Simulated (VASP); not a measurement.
# NaCaF3 (Pm-3m) in VASP: further runs

Runs on NaCaF3. Level: PBE. Tasks: relaxation of cell and atoms, single point.

Program: VASP 6.6.1. These are calculated values, not measurements. Logs are shortened: lines on timing, memory, paths and dates and some standing lists are left out, and cuts for length are marked.

### Step 1. Starting point

Symmetry: Pm-3m, No. 221, cubic system. Conventional cell: a = 4.394 Å, b = 4.394 Å, c = 4.394 Å, α = 90.00°, β = 90.00°, γ = 90.00°. Around Na (site symmetry m-3m) lie 6 F at 2.20 Å. Ca (site symmetry m-3m) has 12 F at 3.11 Å as nearest neighbours. F (site symmetry 4/mmm) is surrounded by 2 Na at 2.20 Å.

The cell was built by a generator and needn't be a form met in nature.

### Step 2. Relaxation of cell and atoms, PBE

Contents of INCAR:

```
  PREC = Accurate
  ENCUT = 600
  EDIFF = 1E-7
  ISMEAR = 0
  SIGMA = 0.1
  LREAL = F
  LASPH = T
  NELM = 60
  ALGO = Fast
  ISIF = 3
  LWAVE = F
  LCHARG = F
  GGA = PE
  IBRION = 2
  NSW = 90
  EDIFFG = -0.04
```

Contents of KPOINTS:

```
regular mesh
0
Gamma
  4 4 4
```

Contents of POSCAR:

```
NaCaF3
1.0
    4.3936458500      0.0000000000      0.0000000000
    0.0000000000      4.3936458500      0.0000000000
    0.0000000000      0.0000000000      4.3936458500
Na Ca F
1 1 3
Direct
    0.0000000000      0.0000000000      0.0000000000
    0.5000000000      0.5000000000      0.5000000000
    0.5000000000      0.0000000000      0.0000000000
    0.0000000000      0.5000000000      0.0000000000
    0.0000000000      0.0000000000      0.5000000000
```

Potentials or basis: VASP PAW PBE potentials, release 64 (Na_pv, Ca_sv, F).

Launch:

```bash
cat potpaw_PBE.64/Na_pv/POTCAR potpaw_PBE.64/Ca_sv/POTCAR potpaw_PBE.64/F/POTCAR > POTCAR
mpirun -np 1 vasp_std > vasp.out
```

OUTCAR:

```text
PREC = Accurate
   ENCUT = 600
   EDIFF = 1E-7
   ISMEAR = 0
   LREAL = F
   LASPH = T
   NELM = 60
   ISIF = 3
   GGA = PE
   IBRION = 2
   NSW = 90
   EDIFFG = -0.04

 ion  position               nearest neighbor table
   1  0.000  0.000  0.000-   3 2.20   4 2.20   5 2.20   5 2.20   4 2.20   3 2.20
   2  0.500  0.500  0.500-
   3  0.500  0.000  0.000-   1 2.20   1 2.20
   4  0.000  0.500  0.000-   1 2.20   1 2.20
   5  0.000  0.000  0.500-   1 2.20   1 2.20

  LATTYP: Found a simple cubic cell.
 ALAT       =     4.3936458500

  Lattice vectors:

 A1 = (   4.3936458500,   0.0000000000,   0.0000000000)
 A2 = (   0.0000000000,   4.3936458500,   0.0000000000)
 A3 = (   0.0000000000,   0.0000000000,   4.3936458500)

Analysis of symmetry for initial positions (statically):
=====================================================================
 Subroutine PRICEL returns:
 Original cell was already a primitive cell.

 Routine SETGRP: Setting up the symmetry group for a
 simple cubic supercell.

 Subroutine GETGRP returns: Found 48 space group operations
 (whereof 48 operations were pure point group operations)
 out of a pool of 48 trial point group operations.

The static configuration has the point symmetry O_h .

Analysis of symmetry for dynamics (positions and initial velocities):
=====================================================================
 Subroutine PRICEL returns:
 Original cell was already a primitive cell.

 Routine SETGRP: Setting up the symmetry group for a
 simple cubic supercell.

 Subroutine GETGRP returns: Found 48 space group operations
 (whereof 48 operations were pure point group operations)
 out of a pool of 48 trial point group operations.

The dynamic configuration has the point symmetry O_h .

 Subroutine INISYM returns: Found 48 space group operations
 (whereof 48 operations are pure point group operations),
 and found     1 'primitive' translations

----------------------------------------------------------------------------------------

                                     Primitive cell

  volume of cell :      84.8155

  direct lattice vectors                    reciprocal lattice vectors
     4.393645850  0.000000000  0.000000000     0.227601412  0.000000000  0.000000000
     0.000000000  4.393645850  0.000000000     0.000000000  0.227601412  0.000000000
     0.000000000  0.000000000  4.393645850     0.000000000  0.000000000  0.227601412

  length of vectors
     4.393645850  4.393645850  4.393645850     0.227601412  0.227601412  0.227601412

  position of ions in fractional coordinates (direct lattice)
     0.000000000  0.000000000  0.000000000
     0.500000000  0.500000000  0.500000000
     0.500000000  0.000000000  0.000000000
     0.000000000  0.500000000  0.000000000
     0.000000000  0.000000000  0.500000000

  ion indices of the primitive-cell ions
   primitive index   ion index
                 1           1
                 2           2
                 3           3
                 4           4
                 5           5

----------------------------------------------------------------------------------------

 KPOINTS: regular mesh

Automatic generation of k-mesh.
 Grid dimensions read from file:
 generate k-points for:    4    4    4

 Generating k-lattice:

  Cartesian coordinates                     Fractional coordinates (reciprocal lattice)
     0.056900353  0.000000000  0.000000000     0.250000000  0.000000000  0.000000000
     0.000000000  0.056900353  0.000000000     0.000000000  0.250000000  0.000000000
     0.000000000  0.000000000  0.056900353     0.000000000  0.000000000  0.250000000

  Length of vectors
     0.056900353  0.056900353  0.056900353

  Shift w.r.t. Gamma in fractional coordinates (k-lattice)
     0.000000000  0.000000000  0.000000000

 Subroutine IBZKPT returns following result:
 ===========================================

 Found     10 irreducible k-points:

 Following reciprocal coordinates:
            Coordinates               Weight
  0.000000  0.000000  0.000000      1.000000
  0.250000  0.000000  0.000000      6.000000
  0.500000  0.000000  0.000000      3.000000
  0.250000  0.250000  0.000000     12.000000
  0.500000  0.250000  0.000000     12.000000
  0.500000  0.500000  0.000000      3.000000
  0.250000  0.250000  0.250000      8.000000
  0.500000  0.250000  0.250000     12.000000
  0.500000  0.500000  0.250000      6.000000
  0.500000  0.500000  0.500000      1.000000
   k-points           NKPTS =     10   k-points in BZ     NKDIM =     10   number of bands    NBANDS=     23
   number of dos      NEDOS =    301   number of ions     NIONS =      5
   total plane-waves  NPLWV =  46656
   dimension x,y,z NGX =    36 NGY =   36 NGZ =   36
   dimension x,y,z NGXF=    72 NGYF=   72 NGZF=   72
   ions per type =               1   1   3
   NGX,Y,Z   is equivalent  to a cutoff of  13.62, 13.62, 13.62 a.u.
   NGXF,Y,Z  is equivalent  to a cutoff of  27.24, 27.24, 27.24 a.u.
 SYSTEM =  unknown system
   PREC   = accura    normal or accurate (medium, high low for compatibility)
   ISTART =      0    job   : 0-new  1-cont  2-samecut
   ICHARG =      2    charge: 1-file 2-atom 10-const
   ISPIN  =      1    spin polarized calculation?
   LNONCOLLINEAR =      F non collinear calculations
   LSORBIT =      F    spin-orbit coupling
   LASPH  =      T    aspherical Exc in radial PAW
   ENCUT  =  600.0 eV  44.10 Ry    6.64 a.u.   8.78  8.78  8.78*2*pi/ulx,y,z
   NELM   =     60;   NELMIN=  2; NELMDL= -5     # of ELM steps
   EDIFF  = 0.1E-06   stopping-criterion for ELM
   LREAL  =      F    real-space projection
   EDIFFG = -.4E-01   stopping-criterion for IOM
   NSW    =     90    number of steps for IOM
   IBRION =      2    ionic relax: 0-MD 1-quasi-New 2-CG
   NFREE  =      1    steps in history (QN), initial steepest desc. (CG)
   ISIF   =      3    stress and relaxation
   ISYM   =      2    0-nonsym 1-usesym 2-fastsym
   POTIM  = 0.5000    time-step for ionic-motion
   TEBEG  =    0.0;   TEEND  =   0.0 temperature during run
   PSTRESS=    0.0 pullay stress
   NELECT =      38.0000    total number of electrons
   NUPDOWN=      -1.0000    fix difference up-down
   EMIN   =  10.00;   EMAX   =-10.00  energy-range for DOS
   EFERMI =   0.00;   METHOD = LEGACY
   ISMEAR =     0;   SIGMA  =   0.10  broadening in eV -4-tet -1-fermi 0-gaus
   EFERMI_NEDOS =   21; number of points for ismear=-14 and -15
   IALGO  =     68    algorithm
   IMIX   =      4    mixing-type and parameters
     AMIX     =   0.40;   BMIX     =  1.00
     AMIX_MAG =   1.60;   BMIX_MAG =  1.00
  volume/ion in A,a.u.               =      16.96       114.47
  Fermi-wavevector in a.u.,A,eV,Ry     =   1.252692  2.367245 21.350770  1.569237
  Thomas-Fermi vector in A             =   2.386580
   LORBIT       =      0    0 simple, 1 ext, 2 COOP (PROOUT), +10 PAW based schemes
   GGA     = PE    functional components
   LHFCALC =     F    Hartree Fock is set to
   AEXX    =    0.0000 exact exchange contribution
   IVDW    =     0    specifies the selected vdW correction
   LEPSILON=     F    determine dielectric tensor
   LRPA    =     F    only Hartree local field effects (RPA)
 conjugate gradient relaxation of ions
 non-spin polarized calculation
 RMM-DIIS sequential band-by-band and
 Gauss-broadening in eV      SIGMA  =   0.10
  energy-cutoff  :      600.00
  volume of cell :       84.82
 maximum number of plane-waves:      2897
 NGX is ok and might be reduce to    36
   NGX = 17   NGY = 17   NGZ = 17

--------------------------------------- Ionic step        1  -------------------------------------------

 number of electron      37.9999972 magnetization

 Free energy of the ion-electron system (eV)
  ---------------------------------------------------
  ext. energy  EPLUGINS =         0.00000000
  ---------------------------------------------------
  free energy    TOTEN  =       -23.05895378 eV

  energy without entropy =      -23.05895378  energy(sigma->0) =      -23.05895378

------------------------ aborting loop because EDIFF is reached ----------------------------------------

  FORCE on cell =-STRESS in cart. coord.  units (eV):
  Direction    XX          YY          ZZ          XY          YZ          ZX
  --------------------------------------------------------------------------------------
  -------------------------------------------------------------------------------------
  Total       -4.1904830     -4.1904830     -4.1904830      0.0000000     -0.0000000      0.0000000
  in kB      -79.1588577    -79.1588577    -79.1588577      0.0000000     -0.0000000      0.0000000
  external PRESSURE =     -79.1588577 kB  Pullay stress =       0.0000000 kB

 VOLUME and BASIS-vectors are now :
 -----------------------------------------------------------------------------
  energy-cutoff  :      600.00
  volume of cell :       84.82
      direct lattice vectors                 reciprocal lattice vectors
     4.393645850  0.000000000  0.000000000     0.227601412  0.000000000  0.000000000
     0.000000000  4.393645850  0.000000000     0.000000000  0.227601412  0.000000000
     0.000000000  0.000000000  4.393645850     0.000000000  0.000000000  0.227601412

 POSITION                                       TOTAL-FORCE (eV/Angst)
 -----------------------------------------------------------------------------------
      0.00000      0.00000      0.00000         0.000000      0.000000      0.000000
      2.19682      2.19682      2.19682         0.000000      0.000000      0.000000
      2.19682      0.00000      0.00000         0.000000      0.000000      0.000000
      0.00000      2.19682      0.00000         0.000000      0.000000      0.000000
      0.00000      0.00000      2.19682         0.000000      0.000000      0.000000
 -----------------------------------------------------------------------------------
    total drift:                                0.000000      0.000000     -0.000000

  FREE ENERGIE OF THE ION-ELECTRON SYSTEM (eV)
  ---------------------------------------------------
  free  energy   TOTEN  =       -23.0589537809 eV
[... 65 lines left out ...]
 POSITION                                       TOTAL-FORCE (eV/Angst)
 -----------------------------------------------------------------------------------
      0.00000      0.00000      0.00000        -0.000000      0.000000      0.000000
      2.05674      2.05674      2.05674         0.000000     -0.000000      0.000000
      2.05674      0.00000      0.00000        -0.000000      0.000000      0.000000
      0.00000      2.05674     -0.00000        -0.000000      0.000000      0.000000
      0.00000     -0.00000      2.05674        -0.000000     -0.000000      0.000000
 -----------------------------------------------------------------------------------
    total drift:                                0.000000      0.000000     -0.000000

  FREE ENERGIE OF THE ION-ELECTRON SYSTEM (eV)
  ---------------------------------------------------
  free  energy   TOTEN  =       -23.5351180787 eV

  energy  without entropy=      -23.5351180787  energy(sigma->0) =      -23.53511808

--------------------------------------- Ionic step        4  -------------------------------------------

 number of electron      37.9999981 magnetization

 Free energy of the ion-electron system (eV)
  ---------------------------------------------------
  ext. energy  EPLUGINS =         0.00000000
  ---------------------------------------------------
  free energy    TOTEN  =       -23.53637028 eV

  energy without entropy =      -23.53637028  energy(sigma->0) =      -23.53637028

 E-fermi :  -0.3632     XC(G=0):  -9.3618

 val. band max:       -0.8951124786   @ k =   0.0000   0.0000   0.0000
 cond. band min:       4.0783698406   @ k =   0.0000   0.0000   0.0000
 fundamental gap:      4.9734823193
 Fermi energy:        -0.3631640290

 k-point     1 :       0.0000    0.0000    0.0000
  band No.  band energies     occupation
      1     -40.0778      2.00000
      2     -20.9722      2.00000
      3     -20.9722      2.00000
      4     -20.9722      2.00000
      5     -20.5751      2.00000
      6     -20.0674      2.00000
[... 15 lines left out ...]
     22       4.6872      0.00000
     23       5.8207      0.00000

 k-point     2 :       0.2500    0.0000    0.0000
  band No.  band energies     occupation
      1     -40.0766      2.00000
      2     -21.1045      2.00000
      3     -20.9696      2.00000
      4     -20.9696      2.00000
      5     -20.5554      2.00000
      6     -20.2005      2.00000
[... 236 lines left out ...]
 VOLUME and BASIS-vectors are now :
 -----------------------------------------------------------------------------
  energy-cutoff  :      600.00
  volume of cell :       68.83
      direct lattice vectors                 reciprocal lattice vectors
     4.098209619  0.000000000  0.000000000     0.244008992 -0.000000000 -0.000000000
     0.000000000  4.098209619 -0.000000000    -0.000000000  0.244008992  0.000000000
     0.000000000 -0.000000000  4.098209619    -0.000000000  0.000000000  0.244008992

 POSITION                                       TOTAL-FORCE (eV/Angst)
 -----------------------------------------------------------------------------------
      0.00000      0.00000      0.00000        -0.000000      0.000000      0.000000
      2.04910      2.04910      2.04910         0.000000     -0.000000      0.000000
      2.04910      0.00000      0.00000        -0.000000      0.000000      0.000000
      0.00000      2.04910     -0.00000        -0.000000      0.000000      0.000000
      0.00000     -0.00000      2.04910        -0.000000     -0.000000      0.000000
 -----------------------------------------------------------------------------------
    total drift:                                0.000000      0.000000     -0.000000

  FREE ENERGIE OF THE ION-ELECTRON SYSTEM (eV)
  ---------------------------------------------------
  free  energy   TOTEN  =       -23.5363702834 eV

  energy  without entropy=      -23.5363702834  energy(sigma->0) =      -23.53637028

 reached required accuracy - stopping structural energy minimisation
```

Wall time 94 s (1 thread of Intel Xeon 6975P-C (Granite Rapids), shared host); peak memory 0.22 GiB.

What came out:

```yaml
Free_energy: -23.5364 eV
Relaxed_volume: 13.77 Å³/atom
Relaxed_cell: a = 4.098 Å, b = 4.098 Å, c = 4.098 Å, α = 90.00°, β = 90.00°, γ = 90.00°
Space_group_after_relaxing_to_0.05_Å: Pm-3m (No. 221)
Energy_gained_by_relaxing: 95.5 meV/atom
Ionic_steps: 4
Pressure_after_relaxing: 0.1 GPa
Band_gap_on_the_k_mesh: 4.97 eV, direct
```

Step by step:
```csv
step,energy change (eV),largest force (eV/Å),pressure (GPa),volume (Å³)
1,0.0000,0.0000,-7.92,84.82
2,-0.3910,0.0000,-4.26,74.94
3,-0.4762,0.0000,-0.59,69.60
4,-0.4774,0.0000,0.08,68.83
```

Final structure:
```
CELL_PARAMETERS angstrom
4.09821 0.00000 0.00000
0.00000 4.09821 0.00000
0.00000 0.00000 4.09821
ATOMIC_POSITIONS crystal
Na 0.00000 0.00000 0.00000
Ca 0.50000 0.50000 0.50000
F 0.50000 0.00000 0.00000
F 0.00000 0.50000 0.00000
F 0.00000 0.00000 0.50000
```

Caveat: the volume moved by over 15 % at a fixed basis, so the end points are rough. PBE gaps usually lie below the measured ones, often by a third to a half.

### Step 3. Single point, PBE

Contents of INCAR:

```
SYSTEM = NaCaF3
PREC = Accurate
ENCUT = 520
EDIFF = 1E-7
ISMEAR = 0
SIGMA = 0.1
LREAL = .FALSE.
LASPH = .TRUE.
NELM = 100
ALGO = Normal
ISIF = 2
LWAVE = .FALSE.
LCHARG = .FALSE.
GGA = PE
NBANDS = 27
```

Contents of KPOINTS:

```
Automatic mesh
0
G
  4 4 4
  0 0 0
```

POSCAR is that of step 2.

Potentials or basis: VASP PAW PBE potentials, release 64 (Na_pv, Ca_sv, F).

Launch:

```bash
cat potpaw_PBE.64/Na_pv/POTCAR potpaw_PBE.64/Ca_sv/POTCAR potpaw_PBE.64/F/POTCAR > POTCAR
mpirun -np 1 vasp_std > vasp.out
```

Wall time 15 s (1 thread of Intel Xeon 6975P-C (Granite Rapids), shared host); peak memory 0.2 GiB.

The run converged. Its results:

```
Free energy            : -23.0541 eV
Pressure               : -7.8 GPa
Band gap on the k mesh : 4.02 eV, direct
```

Levels at points of the mesh, in eV from the valence-band top:
```csv
k point,band 16,band 17,band 18,band 19,band 20,band 21,band 22,band 23
"(0.00, 0.00, 0.00)",-0.44,0.00,0.00,0.00,4.02,4.96,4.96,5.78
"(0.50, 0.00, 0.00)",-0.66,-0.66,-0.12,-0.12,5.28,5.42,5.83,6.03
"(0.50, 0.50, 0.00)",-0.74,-0.46,-0.16,-0.06,5.51,5.66,6.02,6.02
"(0.50, 0.50, 0.50)",-0.16,-0.03,-0.03,-0.03,5.39,5.39,5.39,6.11
```

As with any semilocal functional, this PBE gap is likely too small.
